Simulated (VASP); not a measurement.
Given:

```
CELL_PARAMETERS angstrom
      0.00000     3.22413     3.22413
      3.22413     0.00000     3.22413
      3.22413     3.22413     0.00000
ATOMIC_POSITIONS crystal
  Hg 0.00000 0.00000 0.00000
  Te 0.25000 0.25000 0.25000
```

All values below come from LDA (Ceperley-Alder, Perdew-Zunger), VASP's LDA PAW potentials (set 64) (plane waves; VASP). Run with 530 eV cut-off, 9×9×9 Γ-centred mesh, first-order Methfessel-Paxton smearing of 0.10 eV, potentials Hg Te.

Finite-difference elastic constants of metals are sensitive to mesh and smearing; shear constants can be off by tens of GPa.

Question: Give the elastic stiffness tensor with the ions relaxed (GPa, in the frame of the cell).

Answer: 
|  | xx | yy | zz | yz | xz | xy |
|---|---|---|---|---|---|---|
| xx | 58.2 | 41.6 | 41.6 | 0.0 | 0.0 | 0.0 |
| yy | 41.6 | 58.2 | 41.6 | 0.0 | 0.0 | 0.0 |
| zz | 41.6 | 41.6 | 58.2 | 0.0 | 0.0 | 0.0 |
| yz | 0.0 | 0.0 | 0.0 | 22.2 | 0.0 | 0.0 |
| xz | 0.0 | 0.0 | 0.0 | 0.0 | 22.2 | 0.0 |
| xy | 0.0 | 0.0 | 0.0 | 0.0 | 0.0 | 22.2 |

Question: Predict the Hill bulk modulus, Hill shear modulus, Young's modulus, Poisson's ratio.

Answer: 
```json
{
 "hill_bulk_modulus": "47.1 GPa",
 "hill_shear_modulus": "15.0 GPa",
 "Young's modulus": "40.6 GPa",
 "Poisson's ratio": "0.356"
}
```

Measured: C11 53.6 GPa (computed value off by +8.6 %), C12 36.6 GPa (computed value off by +13.6 %), C44 21.2 GPa (computed value off by +4.4 %), as given by Oses et al., (2018), arXiv:1811.08464. The calculation is for a static lattice, while the measured C11, C12, C44 hold thermal and zero-point effects, which are part of the difference.

The compound is HgTe in the zinc blende structure. It was relaxed first.
